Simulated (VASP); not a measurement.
Input:

```
CELL_PARAMETERS angstrom
      3.84734     0.00000     0.00000
      0.00000     3.84734     0.00000
      0.00000     0.00000     3.84734
ATOMIC_POSITIONS crystal
  Cu 0.00000 0.00000 0.00000
  C  0.50000 0.50000 0.50000
  Ni 0.00000 0.50000 0.50000
  Ni 0.50000 0.50000 0.00000
  Ni 0.50000 0.00000 0.50000
```
Starting moments (μB, in the order of the record's atoms Cu C Ni Ni Ni): 0.0 0.0 2.0 2.0 2.0.

Level of theory: PBE GGA, VASP's PBE PAW potentials (set 64) (plane waves; VASP). Numerical set-up: 400 eV cut-off, 5×5×5 Γ-centred mesh, Gaussian smearing of 0.10 eV, potentials Cu C Ni.

At this cut-off the stress carries a Pulay error, which pulls relaxed volumes low.

### Question
What does the run give for the cell moment, energy per atom (σ→0), pressure, band gap (on the k-mesh) with the smallest direct gap where there is one?

### Answer

```json
{
  "band gap (on the k-mesh)": "none (metal, semimetal or under 0.01 eV)",
  "cell_moment": "0.58 μB",
  "energy per atom (σ→0)": "-5.742 eV/atom",
  "pressure": "-13.43 GPa"
}
```

### Question
Give the moment on each site (PAW-sphere projection).

### Answer

| site | moment (μB) |
|---|---|
| Cu1 | -0.01 |
| C2 | 0.03 |
| Ni3 | 0.18 |
| Ni4 | 0.18 |
| Ni5 | 0.18 |

The absolute energy has meaning only against runs of the same code, potentials and settings.

The structure was generated: CuNi3C was put into an ordered model structure, which need not be its known phase. The cell was not relaxed at this level. The k-mesh is coarse (spacing up to 0.33 per Å, 2π included), so the numbers may not be converged in it.
